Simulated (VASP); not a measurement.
# TiMoSe4 (P6/mmm) in VASP: relaxation of cell and atoms with PBE

Aim: the relaxation of cell and atoms of TiMoSe4 with PBE.

Everything below comes from runs of VASP 6.6.1. Logs are shortened: lines on timing, memory, paths and dates and some standing lists are left out, and cuts for length are marked.

**1. The structure**

Symmetry: P6/mmm, No. 191, hexagonal system. Conventional cell: a = 4.322 Å, b = 4.322 Å, c = 8.959 Å, α = 90.00°, β = 90.00°, γ = 120.00°. Around Ti (site symmetry 6/mmm) lie 12 Se at 3.76 Å and 6 Ti at 4.32 Å. Around Mo (site symmetry 6/mmm) lie 12 Se at 3.00 Å. Se (site symmetry 3m) is surrounded by 3 Se at 2.50 Å.

The cell was built by a generator and needn't be a form met in nature.

**2. Relaxation of cell and atoms, PBE**

Input file INCAR:

```
SYSTEM = TiMoSe4
ALGO = Fast
EDIFF = 1E-4
EDIFFG = -0.08
ENCUT = 520
GGA = PE
IBRION = 2
ISIF = 3
ISMEAR = 0
LASPH = .True.
LCHARG = .False.
LREAL = .False.
LWAVE = .False.
NELM = 60
NSW = 24
PREC = Normal
SIGMA = 0.15
```

Input file KPOINTS:

```
k-points
0
Gamma
  4 4 2
  0 0 0
```

Input file POSCAR:

```
TiMoSe4
1.0
    4.3222572200      0.0000000000      0.0000000000
   -2.1611286100      3.7431845500      0.0000000000
    0.0000000000      0.0000000000      8.9588621300
Ti Mo Se
1 1 4
Direct
    0.0000000000      0.0000000000      0.0000000000
    0.0000000000      0.0000000000      0.5000000000
    0.3333333300      0.6666666700      0.3137771900
    0.3333333300      0.6666666700      0.6862228100
    0.6666666700      0.3333333300      0.6862228100
    0.6666666700      0.3333333300      0.3137771900
```

Potentials or basis: VASP PAW PBE potentials, release 64 (Ti_sv, Mo_sv, Se).

Command:

```sh
> cat potpaw_PBE.64/Ti_sv/POTCAR potpaw_PBE.64/Mo_sv/POTCAR potpaw_PBE.64/Se/POTCAR > POTCAR
> mpirun -np 1 vasp_std > vasp.out
```

OUTCAR:

```text
SYSTEM = TiMoSe4
   EDIFF = 1E-4
   EDIFFG = -0.08
   ENCUT = 520
   GGA = PE
   IBRION = 2
   ISIF = 3
   ISMEAR = 0
   LASPH = .True.
   LREAL = .False.
   NELM = 60
   NSW = 24
   PREC = Normal

 ion  position               nearest neighbor table
   1  0.000  0.000  0.000-
   2  0.000  0.000  0.500-   3 3.00   4 3.00   5 3.00   6 3.00   3 3.00   4 3.00   5 3.00   6 3.00
                             5 3.00   6 3.00   3 3.00   4 3.00
   3  0.333  0.667  0.314-   6 2.50   6 2.50   6 2.50   2 3.00   2 3.00   2 3.00
   4  0.333  0.667  0.686-   5 2.50   5 2.50   5 2.50   2 3.00   2 3.00   2 3.00
   5  0.667  0.333  0.686-   4 2.50   4 2.50   4 2.50   2 3.00   2 3.00   2 3.00
   6  0.667  0.333  0.314-   3 2.50   3 2.50   3 2.50   2 3.00   2 3.00   2 3.00

  LATTYP: Found a hexagonal cell.
 ALAT       =     4.3222572200
 C/A-ratio  =     2.0727276684

  Lattice vectors:

 A1 = (   4.3222572200,   0.0000000000,   0.0000000000)
 A2 = (  -2.1611286100,   3.7431845500,   0.0000000000)
 A3 = (   0.0000000000,   0.0000000000,   8.9588621300)

Analysis of symmetry for initial positions (statically):
=====================================================================
 Subroutine PRICEL returns:
 Original cell was already a primitive cell.

 Routine SETGRP: Setting up the symmetry group for a
 hexagonal supercell.

 Subroutine GETGRP returns: Found 24 space group operations
 (whereof 24 operations were pure point group operations)
 out of a pool of 24 trial point group operations.

The static configuration has the point symmetry D_6h.

Analysis of symmetry for dynamics (positions and initial velocities):
=====================================================================
 Subroutine PRICEL returns:
 Original cell was already a primitive cell.

 Routine SETGRP: Setting up the symmetry group for a
 hexagonal supercell.

 Subroutine GETGRP returns: Found 24 space group operations
 (whereof 24 operations were pure point group operations)
 out of a pool of 24 trial point group operations.

The dynamic configuration has the point symmetry D_6h.

 Subroutine INISYM returns: Found 24 space group operations
 (whereof 24 operations are pure point group operations),
 and found     1 'primitive' translations

----------------------------------------------------------------------------------------

                                     Primitive cell

  volume of cell :     144.9455

  direct lattice vectors                    reciprocal lattice vectors
     4.322257220  0.000000000  0.000000000     0.231360594  0.133576102  0.000000000
    -2.161128610  3.743184550  0.000000000     0.000000000  0.267152203  0.000000000
     0.000000000  0.000000000  8.958862130     0.000000000  0.000000000  0.111621318

[... 96 lines left out ...]
  Fermi-wavevector in a.u.,A,eV,Ry     =   1.148145  2.169679 17.935691  1.318236
  Thomas-Fermi vector in A             =   2.284821
   LORBIT       =      0    0 simple, 1 ext, 2 COOP (PROOUT), +10 PAW based schemes
   GGA     = PE    functional components
   LHFCALC =     F    Hartree Fock is set to
   AEXX    =    0.0000 exact exchange contribution
   IVDW    =     0    specifies the selected vdW correction
   LEPSILON=     F    determine dielectric tensor
   LRPA    =     F    only Hartree local field effects (RPA)
 conjugate gradient relaxation of ions
 non-spin polarized calculation
 RMM-DIIS sequential band-by-band and
 Gauss-broadening in eV      SIGMA  =   0.15
  energy-cutoff  :      520.00
  volume of cell :      144.95
 maximum number of plane-waves:      3924
   NGX = 17   NGY = 17   NGZ = 33

--------------------------------------- Ionic step        1  -------------------------------------------

 number of electron      50.0000028 magnetization

 Free energy of the ion-electron system (eV)
  ---------------------------------------------------
  ext. energy  EPLUGINS =         0.00000000
  ---------------------------------------------------
  free energy    TOTEN  =       -25.29956213 eV

  energy without entropy =      -25.17754756  energy(sigma->0) =      -25.23855485

------------------------ aborting loop EDIFF was not reached (unconverged)  ----------------------------

  FORCE on cell =-STRESS in cart. coord.  units (eV):
  Direction    XX          YY          ZZ          XY          YZ          ZX
  --------------------------------------------------------------------------------------
  -------------------------------------------------------------------------------------
  Total        5.8528222      5.8528222    -10.8899362      0.0000000      0.0000000      0.0000000
  in kB       64.6950742     64.6950740   -120.3735914      0.0000000      0.0000000      0.0000000
  external PRESSURE =       3.0055189 kB  Pullay stress =       0.0000000 kB
[... 67 lines left out ...]
--------------------------------------- Ionic step        3  -------------------------------------------

 number of electron      49.9999943 magnetization

------------------------ aborting loop EDIFF was not reached (unconverged)  ----------------------------

  FORCE on cell =-STRESS in cart. coord.  units (eV):
  Direction    XX          YY          ZZ          XY          YZ          ZX
  --------------------------------------------------------------------------------------
  -------------------------------------------------------------------------------------
  Total       -8.0248927     -8.0248927      3.5255801      0.0000000      0.0000000      0.0000000
  in kB      -91.9583171    -91.9583169     40.4000925      0.0000000      0.0000000      0.0000000
  external PRESSURE =     -47.8388471 kB  Pullay stress =       0.0000000 kB
[... 566 lines left out ...]
     29      11.3879      0.00000
     30      12.1171      0.00000

[... ionic steps 4 to 13 ...]

--------------------------------------- Ionic step       14  -------------------------------------------

 number of electron      50.0000011 magnetization

------------------------ aborting loop because EDIFF is reached ----------------------------------------
[... 75 lines left out ...]
--------------------------------------- Ionic step       16  -------------------------------------------

 number of electron      50.0000032 magnetization

 Free energy of the ion-electron system (eV)
  ---------------------------------------------------
  ext. energy  EPLUGINS =         0.00000000
  ---------------------------------------------------
  free energy    TOTEN  =       -29.92250372 eV

  energy without entropy =      -29.84179357  energy(sigma->0) =      -29.88214865

 E-fermi :   8.0206     XC(G=0): -11.2247

 val. band max:        7.9486453373   @ k =   0.0000   0.0000   0.5000
 cond. band min:       8.0461047970   @ k =   0.5000   0.0000   0.5000
 fundamental gap:      0.0974594596
 Fermi energy:         8.0206230655
[... 295 lines left out ...]
  FREE ENERGIE OF THE ION-ELECTRON SYSTEM (eV)
  ---------------------------------------------------
  free  energy   TOTEN  =       -29.9225037213 eV

  energy  without entropy=      -29.8417935727  energy(sigma->0) =      -29.88214865

 reached required accuracy - stopping structural energy minimisation
```

OSZICAR:

```text
N       E                     dE             d eps       ncg     rms          rms(c)
DAV:   1     0.486880596694E+03    0.48688E+03   -0.24602E+04   504   0.156E+03
DAV:   2     0.254690121825E+02   -0.46141E+03   -0.45097E+03   536   0.405E+02
DAV:   3    -0.268739031393E+02   -0.52343E+02   -0.50212E+02   776   0.112E+02
[... 397 lines left out ...]
RMM:   4    -0.299224843478E+02    0.80969E-02   -0.10120E-02   581   0.598E-01    0.168E-01
RMM:   5    -0.299225638128E+02   -0.79465E-04   -0.10280E-02   595   0.396E-01    0.886E-02
RMM:   6    -0.299223752778E+02    0.18853E-03   -0.19920E-03   510   0.220E-01    0.407E-02
RMM:   7    -0.299224823104E+02   -0.10703E-03   -0.10786E-03   443   0.114E-01    0.354E-02
RMM:   8    -0.299225037213E+02   -0.21411E-04   -0.57145E-04   398   0.951E-02
  16 F= -.29922504E+02 E0= -.29882149E+02  d E =-.656848E-01
```

CONTCAR:

```text
TiMoSe4
   1.00000000000000
     4.6526880711550653    0.0000000000000000    0.0000000000000000
    -2.3263440355775327    4.0293460606289049   -0.0000000000000000
    -0.0000000000000000   -0.0000000000000000    5.9484507695676054
  Ti              Mo              Se
     1     1     4
Direct
     0.0000000000000000    0.0000000000000000    0.0000000000000000
     0.0000000000000000    0.0000000000000000    0.5000000000000000
     0.3333333300000021    0.6666666699999979    0.2584966495886882
     0.3333333300000021    0.6666666699999979    0.7415033504113119
     0.6666666699999979    0.3333333300000021    0.7415033504113119
     0.6666666699999979    0.3333333300000021    0.2584966495886882

  0.00000000E+00  0.00000000E+00  0.00000000E+00
  0.00000000E+00  0.00000000E+00  0.00000000E+00
  0.00000000E+00  0.00000000E+00  0.00000000E+00
  0.00000000E+00  0.00000000E+00  0.00000000E+00
  0.00000000E+00  0.00000000E+00  0.00000000E+00
  0.00000000E+00  0.00000000E+00  0.00000000E+00
```

It took 14 min on 1 thread of Intel Xeon Platinum 8375C at 2.90GHz (Ice Lake), shared host; peak memory 0.21 GiB.

Results:

| Item | Value |
| --- | --- |
| Free energy | -29.9225 eV |
| Relaxed volume | 18.59 Å³/atom |
| Relaxed cell | a = 4.653 Å, b = 4.653 Å, c = 5.948 Å, α = 90.00°, β = 90.00°, γ = 120.00° |
| Space group after relaxing (to 0.05 Å) | P6/mmm (No. 191) |
| Energy gained by relaxing | 770.5 meV/atom |
| Ionic steps | 16 |
| Pressure after relaxing | 0.2 GPa |
| Largest force after relaxing | 0.011 eV/Å |
| Band gap on the k mesh | none (metal or under the smearing width) |

Forces in eV/Å, atoms in the order of the input:
```
Ti   0.000  0.000  0.000
Mo   0.000  0.000  0.000
Se   0.000  0.000  0.011
Se   0.000  0.000 -0.011
Se   0.000  0.000 -0.011
Se   0.000  0.000  0.011
```

Stress tensor (GPa, compression positive):
```
0.15 0.00 0.00
0.00 0.15 0.00
0.00 0.00 0.33
```

Step by step:
```tsv
step	energy change (eV)	largest force (eV/Å)	pressure (GPa)	volume (Å³)
1	0.0000	0.4160	0.30	144.95
2	-1.2020	0.2108	-3.97	144.99
3	-2.0410	2.3613	-4.78	139.82
4	-1.9628	0.5396	-5.97	143.72
5	-2.2303	1.2325	-6.63	142.09
6	-2.6600	3.4203	1.81	122.96
7	-2.7032	2.8721	-0.39	126.47
8	-3.5001	2.4274	1.54	117.79
9	-3.3810	0.2188	23.97	93.82
10	-3.8989	2.1381	8.90	106.41
11	-3.9092	1.7532	12.66	102.29
12	-4.5058	0.4935	1.96	109.11
13	-4.5560	0.1658	2.97	108.24
14	-4.5573	0.2284	2.69	108.47
15	-4.6191	0.0498	0.54	110.85
16	-4.6229	0.0106	0.21	111.52
```

Final structure:
```xyz
6
Lattice="4.6527 0.0000 0.0000 -2.3263 4.0293 0.0000 0.0000 0.0000 5.9485" Properties=species:S:1:pos:R:3 pbc="T T T"
Ti    0.0000    0.0000    0.0000
Mo    0.0000    0.0000    2.9742
Se    0.0000    2.6862    1.5377
Se    0.0000    2.6862    4.4108
Se    2.3263    1.3431    4.4108
Se    2.3263    1.3431    1.5377
```

Caveat: the k mesh is coarse (spacing up to 0.42 Å⁻¹), so the values aren't converged; the volume moved by over 15 % at a fixed basis, so the end points are rough; the relaxation stopped at a loose force limit of 0.08 eV/Å, so its end isn't a converged minimum.
